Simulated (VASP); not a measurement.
Method: r2SCAN meta-GGA, VASP's PBE PAW potentials (set 64) (plane waves; VASP 6.6.1).

A VASP calculation is set up with these files.

KPOINTS_OPT:
```
k-points along high-symmetry lines
10
Line-mode
Reciprocal
  0.000000   0.000000   0.000000 ! GAMMA
  0.500000   0.000000   0.500000 ! X

  0.500000   0.000000   0.500000 ! X
  0.625000   0.250000   0.625000 ! U

  0.375000   0.375000   0.750000 ! K
  0.000000   0.000000   0.000000 ! GAMMA

  0.000000   0.000000   0.000000 ! GAMMA
  0.500000   0.500000   0.500000 ! L

  0.500000   0.500000   0.500000 ! L
  0.500000   0.250000   0.750000 ! W

  0.500000   0.250000   0.750000 ! W
  0.500000   0.000000   0.500000 ! X
```

**INCAR**
```
# general
SYSTEM   =  GdN
PREC     =  Accurate
ENCUT    =  520
LREAL    =  F   # projection in real space or not
LASPH    =  T   # aspherical one-centre terms

# electronic loop
EDIFF    =  1E-7
NELM     =  100   # most electronic steps
ALGO     =  Normal   # blocked Davidson
LMAXMIX  =  6
LMIXTAU  =  T

# smearing
ISMEAR   =  -5

# functional
METAGGA  =  R2SCAN

# ions
ISIF     =  2   # forces and stress, cell fixed

# output
LWAVE    =  F
LCHARG   =  F
LORBIT   =  11
NEDOS    =  601   # DOS grid
```

### POSCAR
```
GdN
1
   -0.0000000000     2.4822767098     2.4822767098
    2.4822767098    -0.0000000000     2.4822767098
    2.4822767098     2.4822767098     0.0000000000
Gd N
1 1
Direct
  0.0000000000   0.0000000000   0.0000000000
  0.5000000000   0.5000000000   0.5000000000
```

### KPOINTS
```
kpoints
0
Gamma
10 10 10
```

POTCAR, in this order: Gd_3 N (PBE.64 set). Program: vasp_std.

What VASP printed:

OSZICAR:
```
       N       E                     dE             d eps       ncg     rms          rms(c)
DAV:   1     0.128197026208E+02    0.12820E+02   -0.70427E+03  1034   0.122E+03
DAV:   2    -0.459860157806E+02   -0.58806E+02   -0.55095E+02  1417   0.232E+02
DAV:   3    -0.487678996701E+02   -0.27819E+01   -0.27599E+01  1343   0.428E+01
DAV:   4    -0.488089004707E+02   -0.41001E-01   -0.40902E-01  1371   0.487E+00
DAV:   5    -0.488094623606E+02   -0.56189E-03   -0.56180E-03  1386   0.454E-01    0.300E+01
DAV:   6    -0.432579729964E+02    0.55515E+01   -0.14486E+01  1284   0.261E+01    0.241E+01
DAV:   7    -0.435094021867E+02   -0.25143E+00   -0.69598E-01  1170   0.814E+00    0.152E+01
DAV:   8    -0.436414431356E+02   -0.13204E+00   -0.46581E-01  1100   0.846E+00    0.221E+00
DAV:   9    -0.435735811421E+02    0.67862E-01   -0.25342E-01  1046   0.699E+00    0.166E+00
DAV:  10    -0.435926201114E+02   -0.19039E-01   -0.49330E-02  1334   0.164E+00    0.274E-01
DAV:  11    -0.435834463028E+02    0.91738E-02   -0.41475E-03  1159   0.762E-01    0.916E-02
DAV:  12    -0.435920482854E+02   -0.86020E-02   -0.48398E-03  1138   0.711E-01    0.111E-01
DAV:  13    -0.435923906946E+02   -0.34241E-03   -0.61362E-04  1249   0.251E-01    0.267E-02
DAV:  14    -0.435923694724E+02    0.21222E-04   -0.44437E-05  1178   0.785E-02    0.268E-02
DAV:  15    -0.435924601203E+02   -0.90648E-04   -0.26471E-05  1136   0.651E-02    0.229E-02
DAV:  16    -0.435924231074E+02    0.37013E-04   -0.87825E-05  1280   0.552E-02    0.809E-03
DAV:  17    -0.435924336743E+02   -0.10567E-04   -0.25433E-06  1154   0.177E-02    0.753E-03
DAV:  18    -0.435924280256E+02    0.56487E-05   -0.48741E-06  1249   0.162E-02    0.579E-03
DAV:  19    -0.435924365279E+02   -0.85023E-05   -0.55461E-07  1103   0.887E-03    0.559E-04
DAV:  20    -0.435924358245E+02    0.70345E-06   -0.86349E-09   595   0.137E-03    0.530E-04
DAV:  21    -0.435924365115E+02   -0.68706E-06   -0.14501E-08   589   0.124E-03    0.683E-04
DAV:  22    -0.435924362160E+02    0.29555E-06   -0.64558E-09   574   0.740E-04    0.818E-05
DAV:  23    -0.435924362003E+02    0.15645E-07   -0.67874E-10   562   0.261E-04
   1 F= -.43592436E+02 E0= -.43592436E+02  d E =0.000000E+00
       N       E                     dE             ncg
       N       E                     dE             ncg
```

File OUTCAR:
```
------------------------ aborting loop because EDIFF is reached ----------------------------------------
  FORCE on cell =-STRESS in cart. coord.  units (eV):
  Direction    XX          YY          ZZ          XY          YZ          ZX
  --------------------------------------------------------------------------------------
  Total       -0.0171332     -0.0171332     -0.0171332     -0.0000000      0.0000000     -0.0000000
  in kB       -0.8973631     -0.8973631     -0.8973631     -0.0000000      0.0000000     -0.0000000
  external PRESSURE =      -0.8973631 kB  Pullay stress =       0.0000000 kB
  volume of cell :       30.59
      direct lattice vectors                 reciprocal lattice vectors
     0.000000000  2.482276710  2.482276710    -0.201427987  0.201427987  0.201427987
     2.482276710  0.000000000  2.482276710     0.201427987 -0.201427987  0.201427987
     2.482276710  2.482276710  0.000000000     0.201427987  0.201427987 -0.201427987
 POSITION                                       TOTAL-FORCE (eV/Angst)
 -----------------------------------------------------------------------------------
      0.00000      0.00000      0.00000        -0.000000     -0.000000     -0.000000
      2.48228      2.48228      2.48228         0.000000      0.000000      0.000000
 -----------------------------------------------------------------------------------
    total drift:                                0.000000      0.000000      0.000000
  FREE ENERGIE OF THE ION-ELECTRON SYSTEM (eV)
  ---------------------------------------------------
  free  energy   TOTEN  =       -43.5924362003 eV

  energy  without entropy=      -43.5924362003  energy(sigma->0) =      -43.59243620

 total charge

# of ion       s       p       d       tot
------------------------------------------
    1        0.281   6.610   1.269   8.160
    2        1.252   2.428   0.000   3.680
--------------------------------------------------
tot          1.533   9.038   1.269  11.840
```
(Selected blocks of OUTCAR.)

The 4f electrons are frozen in the core of the lanthanide potential, so 4f levels, which can set the real gap, and their magnetism are missing.

The compound is GdN in the rock salt structure. It was relaxed first.
